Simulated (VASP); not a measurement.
Set up this calculation in VASP 6.6.1, as the native input.

- Task: relaxation of cell and atoms
- Functional: BLYP
- Potentials or basis: VASP PAW PBE potentials, release 64 (Hf_pv, B)
- Cutoff: 600 eV
- k mesh: 10 × 10 × 10
- Occupations: fermi-dirac, width 0.05 eV
- Spin: no spin polarisation
- Further INCAR settings: ALGO = Normal; EDIFF = 1e-06; IBRION = 2; EDIFFG = -0.01; NSW = 40; ISIF = 3

The structure of HfB lies in POSCAR:

```
HfB
1.0
    0.0000000000      2.3100000000      2.3100000000
    2.3100000000      0.0000000000      2.3100000000
    2.3100000000      2.3100000000      0.0000000000
Hf B
1 1
Direct
    0.5000000000      0.5000000000      0.5000000000
    0.0000000000      0.0000000000      0.0000000000
```

The input as run:

INCAR

```
PREC = Accurate
ENCUT = 600
EDIFF = 1E-6
ISMEAR = -1
SIGMA = 0.05
LREAL = F
LASPH = T
NELM = 100
ALGO = Normal
ISIF = 3
LWAVE = F
LCHARG = F
GGA = B5
ALDAX = 1.0
AGGAX = 1.0
AGGAC = 1.0
ALDAC = 0.0
IBRION = 2
NSW = 40
EDIFFG = -0.01
```

KPOINTS

```
regular mesh
0
Gamma
  10 10 10
```

Potentials or basis: VASP PAW PBE potentials, release 64 (Hf_pv, B).

The run is started by

```bash
$ cat potpaw_PBE.64/Hf_pv/POTCAR potpaw_PBE.64/B/POTCAR > POTCAR
$ mpirun -np 1 vasp_std > vasp.out
```

Results of the run:

```
Relaxed volume                         : 14.64 Å³/atom
Relaxed cell                           : a = 3.459 Å, b = 3.459 Å, c = 3.459 Å, α = 60.00°, β = 60.00°, γ = 60.00°
Space group after relaxing (to 0.05 Å) : Fm-3m (No. 225)
Energy gained by relaxing              : 238.9 meV/atom
Ionic steps                            : 18
Pressure after relaxing                : 0.0 GPa
Band gap on the k mesh                 : none (metal or under the smearing width)
```

Caveat: the volume moved by over 15 % at a fixed basis, so the end points are rough; the PAW data sets were made with another functional, which shifts forces and pressure a little.

Wall time 3.4 min on 1 thread of Intel(R) Xeon(R) Platinum 8559C (Emerald Rapids), with other jobs on the host, peak memory 0.17 GiB.
